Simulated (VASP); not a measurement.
# ScSi: accuracy against cost in the PAW data sets and SCF threshold, part 2 of 2

Aim: find what the PAW data sets and SCF threshold change for ScSi, and what they cost. The series runs use PBEsol. The start is a computed cell from the Materials Project.

VASP 6.6.1, plane waves and PAW; the level of theory is named at each step.

Still holding for the runs below: The k-mesh is coarse for a metal.

So far. Step 6 (SCF threshold: EDIFF = 0.01): The series starts at -7.0749 eV an atom and -1.97 GPa, after 9 cycles in 8.8 s. Step 7 (SCF threshold: EDIFF = 0.001): Against the run before the energy moves by -0.10 meV an atom and the pressure by -1.59 GPa, after 10 cycles in 9.4 s.

### Step 8. SCF threshold: EDIFF = 1E-04

Level of this step: PBEsol; plane waves and PAW (Sc_sv, Si) (VASP).

INCAR

```
SYSTEM = ScSi
PREC = Accurate
ENCUT = 400
EDIFF = 1E-04
NELM = 100
ISMEAR = -1
SIGMA = 0.05
LREAL = .FALSE.
ALGO = Normal
GGA = PS
NBANDS = 21
LASPH = .TRUE.
LORBIT = 11
LWAVE = .FALSE.
LCHARG = .FALSE.
KPAR = 4
ISIF = 2
```

POSCAR

```
ScSi
1.0
    1.9969585645     -4.9534918553      0.0000000000
    1.9969585645      4.9534918553      0.0000000000
    0.0000000000      0.0000000000      3.6674488900
Sc Si
2 2
Direct
    0.1392070300      0.8607929700      0.2500000000
    0.8607929700      0.1392070300      0.7500000000
    0.4194360600      0.5805639400      0.2500000000
    0.5805639400      0.4194360600      0.7500000000
```

KPOINTS

```
Automatic mesh
0
Gamma
7 7 7
0 0 0
```

Potentials, in the order of the species: Sc_sv and Si (PBE family, release 64).

Launch:

```console
mpirun -np 4 vasp_std
```

Log:

```text
[... set-up lines as in an earlier step ...]
 entering main loop
       N       E                     dE             d eps       ncg     rms          rms(c)
[... 11 cycles as in an earlier step ...]
DAV:  12    -0.283108234759E+02   -0.10737E-05   -0.32280E-05  2299   0.652E-02
   1 F= -.28310823E+02 E0= -.28299749E+02  d E =-.221485E-01
```

Run time: 11 s. Hardware: 4 MPI ranks of Intel Xeon Platinum 8488C (Sapphire Rapids), shared host; peak memory 0.8 GiB.

OUTCAR, selected parts (step 8):

```text
  Total       -1.3854867     -1.1473748     -0.9952647      0.0000000      0.0000000      0.0000000
  in kB      -30.5941478    -25.3361909    -21.9773131      0.0000000      0.0000000      0.0000000
  external PRESSURE =     -25.9692173 kB  Pullay stress =       0.0000000 kB

 POSITION                                       TOTAL-FORCE (eV/Angst)
 -----------------------------------------------------------------------------------
      1.99696      3.57437      0.91686         0.000000      0.043242     -0.000000
      1.99696     -3.57437      2.75059         0.000000     -0.043242     -0.000000
      1.99696      0.79815      0.91686         0.000000      0.070715      0.000000
      1.99696     -0.79815      2.75059         0.000000     -0.070715     -0.000000
 -----------------------------------------------------------------------------------
    total drift:                                0.000000      0.000000      0.000000

  FREE ENERGIE OF THE ION-ELECTRON SYSTEM (eV)
  ---------------------------------------------------
  free  energy   TOTEN  =       -28.3108234759 eV

  energy  without entropy=      -28.2886749945  energy(sigma->0) =      -28.29974924

[... 2 parts as in an earlier step ...]

[... 1 further part left out ...]
[key lines of the parts left out:]
E-fermi :   6.3137
```

Against the run before the energy moves by +0.09 meV an atom and the pressure by +0.96 GPa, after 12 cycles in 11 s.

### Step 9. SCF threshold: EDIFF = 1E-05

Edit INCAR of step 8 so:

```diff
@@ -3,3 +3,3 @@
 ENCUT = 400
-EDIFF = 1E-04
+EDIFF = 1E-05
 NELM = 100
```

POSCAR is that of step 8.

KPOINTS is that of step 8.

Launch:

```console
mpirun -np 4 vasp_std
```

Log:

```text
[... set-up lines as in an earlier step ...]
 entering main loop
       N       E                     dE             d eps       ncg     rms          rms(c)
[... 11 cycles as in an earlier step ...]
DAV:  12    -0.283108241755E+02   -0.17733E-05   -0.39270E-05  3067   0.652E-02
   1 F= -.28310824E+02 E0= -.28299750E+02  d E =-.221485E-01
```

The job ended after 11 s (4 MPI ranks; peak memory 0.81 GiB; 41 s of CPU time).

From OUTCAR (step 9):

```text
  Total       -1.3921656     -1.1541800     -1.0017137      0.0000000     -0.0000000      0.0000000
  in kB      -30.7416316    -25.4864615    -22.1197196      0.0000000     -0.0000000      0.0000000
  external PRESSURE =     -26.1159376 kB  Pullay stress =       0.0000000 kB

 POSITION                                       TOTAL-FORCE (eV/Angst)
 -----------------------------------------------------------------------------------
      1.99696      3.57437      0.91686         0.000000      0.043152      0.000000
      1.99696     -3.57437      2.75059         0.000000     -0.043152     -0.000000
      1.99696      0.79815      0.91686         0.000000      0.070722     -0.000000
      1.99696     -0.79815      2.75059         0.000000     -0.070722      0.000000
 -----------------------------------------------------------------------------------
    total drift:                                0.000000      0.000000      0.000000

  FREE ENERGIE OF THE ION-ELECTRON SYSTEM (eV)
  ---------------------------------------------------
  free  energy   TOTEN  =       -28.3108241755 eV

  energy  without entropy=      -28.2886756937  energy(sigma->0) =      -28.29974993

[... 2 parts as in an earlier step ...]

[... 1 further part left out ...]
[key lines of the parts left out:]
E-fermi :   6.3137
```

Against the run before the energy stays within 0.01 meV an atom; the pressure moves by -0.01 GPa, after 12 cycles in 11 s.

### Step 10. SCF threshold: EDIFF = 1E-06

Edit INCAR of step 9 so:

```diff
@@ -3,3 +3,3 @@
 ENCUT = 400
-EDIFF = 1E-05
+EDIFF = 1E-06
 NELM = 100
```

POSCAR is that of step 9.

KPOINTS is that of step 9.

Launch:

```console
mpirun -np 4 vasp_std
```

Log:

```text
[... set-up lines as in an earlier step ...]
 entering main loop
       N       E                     dE             d eps       ncg     rms          rms(c)
[... 14 cycles as in an earlier step ...]
   1 F= -.28310823E+02 E0= -.28299754E+02  d E =-.221370E-01
```

Run time: 13 s. Hardware: 4 MPI ranks; peak memory 0.81 GiB; 47 s of CPU time.

Parts of OUTCAR (step 10):

```text
[... 6 parts as in an earlier step ...]

[... 1 further part left out ...]
[key lines of the parts left out:]
E-fermi :   6.3142
```

Against the run before the energy stays within 0.01 meV an atom; the pressure moves by -0.05 GPa, after 14 cycles in 13 s.

### Step 11. SCF threshold: EDIFF = 1E-08

Edit INCAR of step 10 so:

```diff
@@ -3,3 +3,3 @@
 ENCUT = 400
-EDIFF = 1E-06
+EDIFF = 1E-08
 NELM = 100
```

POSCAR is that of step 10.

KPOINTS is that of step 10.

Launch:

```console
mpirun -np 4 vasp_std
```

Log:

```text
[... set-up lines as in an earlier step ...]
 entering main loop
       N       E                     dE             d eps       ncg     rms          rms(c)
[... 12 cycles as in an earlier step ...]
DAV:  13    -0.283108224619E+02    0.23568E-05   -0.71591E-06  4019   0.236E-02    0.545E-03
DAV:  14    -0.283108226001E+02   -0.13826E-06   -0.47003E-07  3923   0.465E-03    0.138E-03
DAV:  15    -0.283108225826E+02    0.17494E-07   -0.13957E-07  3592   0.295E-03    0.438E-04
DAV:  16    -0.283108225986E+02   -0.15933E-07   -0.38424E-09  2304   0.138E-03    0.321E-04
DAV:  17    -0.283108226020E+02   -0.34838E-08   -0.20197E-09  2274   0.827E-04
   1 F= -.28310823E+02 E0= -.28299755E+02  d E =-.221361E-01
```

Elapsed: 14 s, on 4 MPI ranks; peak memory 0.8 GiB; 55 s of CPU time.

OUTCAR, selected parts (step 11):

```text
  Total       -1.4185302     -1.1777922     -1.0311323      0.0000000      0.0000000      0.0000000
  in kB      -31.3238106    -26.0078631    -22.7693386      0.0000000      0.0000000      0.0000000
  external PRESSURE =     -26.7003374 kB  Pullay stress =       0.0000000 kB

 POSITION                                       TOTAL-FORCE (eV/Angst)
 -----------------------------------------------------------------------------------
      1.99696      3.57437      0.91686         0.000000      0.042476     -0.000000
      1.99696     -3.57437      2.75059         0.000000     -0.042476     -0.000000
      1.99696      0.79815      0.91686         0.000000      0.069988     -0.000000
      1.99696     -0.79815      2.75059         0.000000     -0.069988      0.000000
 -----------------------------------------------------------------------------------
    total drift:                                0.000000      0.000000      0.000000

  FREE ENERGIE OF THE ION-ELECTRON SYSTEM (eV)
  ---------------------------------------------------
  free  energy   TOTEN  =       -28.3108226020 eV

  energy  without entropy=      -28.2886865322  energy(sigma->0) =      -28.29975457

[... 2 parts as in an earlier step ...]

[... 1 further part left out ...]
[key lines of the parts left out:]
E-fermi :   6.3143
```

Against the run before the energy stays within 0.01 meV an atom; the pressure moves by -0.01 GPa, after 17 cycles in 14 s.

### Step 12. The SCF threshold series as a table

This step: convergence of PBEsol results with the threshold; plane waves and PAW (VASP 6.6.1).

This step runs nothing: it gathers the runs above.

Differences are taken from the run with EDIFF = 1E-08. Results of the series, by row:

```
      setting     status  energy less the reference (meV/atom)  pressure (GPa)  largest force difference (meV/Å)  SCF cycles  wall time (s)
 EDIFF = 0.01  converged                              0.009758          -1.967                             36.16           9            8.8
EDIFF = 0.001  converged                              -0.08943          -3.555                             24.55          10            9.4
EDIFF = 1E-04  converged                              0.001332          -2.597                             0.766          12           11.2
EDIFF = 1E-05  converged                               0.00116          -2.612                             0.734          12             11
EDIFF = 1E-06  converged                               1.12e-4          -2.664                             0.613          14           12.6
EDIFF = 1E-08  converged                                     0           -2.67                                 0          17           14.4
```

### Step 13. Results

| Quantity | Value |
| --- | --- |
| spread of the pressure over the PAW data sets | 0.280 GPa |
| SCF threshold from which the energy stays within 10 meV/atom of the reference | EDIFF = 0.01 |
| SCF threshold from which the energy stays within 1 meV/atom of the reference | EDIFF = 0.01 |
| SCF threshold from which the pressure stays within 0.2 GPa of the reference | EDIFF = 1E-04 |
| spread of the pressure over the SCF threshold | 1.59 GPa |
| spread of the energy over the SCF threshold | 0.0992 meV/atom |

What this shows: The choice of data set moves the pressure between -2.94 GPa (gw 64: Sc_sv_GW Si_GW) and -2.66 GPa (minimal 64: Sc_sv Si); the cutoffs differ too (400 and 500 eV). From EDIFF = 0.01 on, the energy stays within 1 meV an atom of the reference, at 61 % of its time. The pressure holds within 0.2 GPa from EDIFF = 1E-04 on. The loosest stop saves 8 of 17 cycles and costs +0.0 meV an atom, +0.70 GPa, 36.2 meV/Å in forces. Data sets differ in their zero of energy, so energies are not compared.

[Lines on the potential files, build, host, timing and source positions are cut from VASP's logs without a mark.]

[Logs are printed without paths, hosts, clocks, repeated set-up lines and the standing remarks that a program may print on its own settings, such as how far it seeks lower states.]

[Hosts, paths, dates, database ids (printed as entryN), source tags and the programs' standing remarks are cut or masked in the printed files.]

[A measured line is paired with the nearest computed mode of its activity, which favours agreement.]
